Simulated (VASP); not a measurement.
Runs of VASP 6.6.1 on OBClH2. The cell holds a molecule in a box, 5 atoms: a = 12.000 Å, b = 12.000 Å, c = 11.000 Å, α = 90.00°, β = 90.00°, γ = 90.00°. 

```csv
task,level,potentials or basis,cell,cutoff (eV),gap on the mesh (eV),largest force (eV/Å)
single point,PBE,"VASP PAW PBE potentials, release 64 (O, B, Cl, H)",as given,520,6.25,0.59
relaxation of the atoms,PBE,"VASP PAW PBE potentials, release 64 (O, B, Cl, H)","atoms relaxed from: atoms moved at random, drawn with an rms of 0.02 Å",520,6.21,0.01
single point,r2SCAN,"VASP PAW PBE potentials, release 64 (O, B, Cl, H)",as given,520,(a),0.21
single point,LDA,"VASP PAW LDA potentials, release 64 (O_s, B_s, Cl, H_s)",as given,400,6.10,2.04
relaxation of the atoms,revPBE,"VASP PAW PBE potentials, release 64 (O_h, B_h, Cl_h, H_h)",atoms relaxed,900,(b),0.02
single point,PBE,"VASP PAW PBE potentials, release 64 (O, B, Cl, H)","atoms moved at random, drawn with an rms of 0.05 Å",520,6.24,2.50
electron localisation function,PBE,"VASP PAW PBE potentials, release 64 (O, B, Cl, H)",as given,520,6.25,0.59
atomic charges,PBE+TS,"VASP PAW PBE potentials, release 64 (O, B, Cl, H)",as given,520,6.25,0.59
```

Alike in all rows: no spin polarisation; k mesh 1 × 1 × 1; smearing gaussian 0.01 eV.

Problem. Estimate the missing entries.

Solution. (a) 7.00; (b) 6.22.

Caveats: the PAW data sets were made with another functional, which shifts forces and pressure a little (some runs).

